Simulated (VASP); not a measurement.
Calculation: PBE GGA, VASP's PBE PAW potentials (set 64) (plane waves; VASP 6.6.1).

VASP input:

### INCAR
```
# general
SYSTEM   =  Cu
PREC     =  Accurate
ENCUT    =  300
LREAL    =  .False.
LASPH    =  .True.

# electronic loop
EDIFF    =  1E-6   # SCF stop (eV)
NELM     =  100   # most electronic steps
ALGO     =  Normal   # blocked Davidson
LMAXMIX  =  4   # l cut-off of mixed one-centre charges

# smearing
ISMEAR   =  -1
SIGMA    =  0.136   # width (eV)

# functional
GGA      =  PE   # PBE

# ions
ISIF     =  2

# output
LWAVE    =  .False.
LCHARG   =  .False.
```

KPOINTS:
```
kpoints
0
gamma
  21 21 21
0 0 0
```

File POSCAR:
```
Cu
1.0
  0.0000000000   1.8050000000   1.8050000000
  1.8050000000   0.0000000000   1.8050000000
  1.8050000000   1.8050000000   0.0000000000
Cu
1
Direct
  0.0000000000   0.0000000000   0.0000000000
```

POTCAR, in this order: Cu (PBE.64 set). Program: vasp_std.

What VASP printed:

**OSZICAR**
```
       N       E                     dE             d eps       ncg     rms          rms(c)
DAV:   1     0.266025049201E+02    0.26603E+02   -0.41249E+03  5310   0.134E+03
DAV:   2    -0.438680241865E+01   -0.30989E+02   -0.29366E+02  5155   0.166E+02
DAV:   3    -0.464414975861E+01   -0.25735E+00   -0.25691E+00  6040   0.211E+01
DAV:   4    -0.464573035799E+01   -0.15806E-02   -0.15805E-02  6170   0.150E+00
DAV:   5    -0.464574685493E+01   -0.16497E-04   -0.16495E-04  6011   0.125E-01    0.770E+00
DAV:   6    -0.411250351731E+01    0.53324E+00   -0.16927E+01  5421   0.900E+01    0.391E+00
DAV:   7    -0.374671485391E+01    0.36579E+00   -0.26343E+00  5469   0.351E+01    0.575E-01
DAV:   8    -0.373606768167E+01    0.10647E-01   -0.47634E-03  5547   0.113E+00    0.298E-01
DAV:   9    -0.373449976019E+01    0.15679E-02   -0.10924E-02  5684   0.212E+00    0.291E-02
DAV:  10    -0.373450342974E+01   -0.36695E-05   -0.37628E-05  7552   0.117E-01    0.834E-03
DAV:  11    -0.373450228482E+01    0.11449E-05   -0.83985E-07  3797   0.177E-02    0.356E-04
DAV:  12    -0.373450232471E+01   -0.39892E-07   -0.41499E-08  2822   0.249E-03
   1 F= -.37345023E+01 E0= -.37249112E+01  d E =-.191823E-01
```

### OUTCAR
```
------------------------ aborting loop because EDIFF is reached ----------------------------------------
  FORCE on cell =-STRESS in cart. coord.  units (eV):
  Direction    XX          YY          ZZ          XY          YZ          ZX
  --------------------------------------------------------------------------------------
  Total        0.0098375      0.0098375      0.0098375      0.0000000      0.0000000     -0.0000000
  in kB        1.3400890      1.3400890      1.3400890      0.0000000      0.0000000     -0.0000000
  external PRESSURE =       1.3400890 kB  Pullay stress =       0.0000000 kB
  volume of cell :       11.76
      direct lattice vectors                 reciprocal lattice vectors
     0.000000000  1.805000000  1.805000000    -0.277008310  0.277008310  0.277008310
     1.805000000  0.000000000  1.805000000     0.277008310 -0.277008310  0.277008310
     1.805000000  1.805000000  0.000000000     0.277008310  0.277008310 -0.277008310
 POSITION                                       TOTAL-FORCE (eV/Angst)
 -----------------------------------------------------------------------------------
      0.00000      0.00000      0.00000        -0.000000     -0.000000     -0.000000
 -----------------------------------------------------------------------------------
    total drift:                               -0.000000     -0.000000     -0.000000
  FREE ENERGIE OF THE ION-ELECTRON SYSTEM (eV)
  ---------------------------------------------------
  free  energy   TOTEN  =        -3.7345023247 eV

  energy  without entropy=       -3.7153200334  energy(sigma->0) =       -3.72491118
```
(Selected blocks of OUTCAR.)

At this cut-off the stress carries a Pulay error, which pulls relaxed volumes low.

The structure is a typed Cu crystal. The cell was not relaxed at this level.
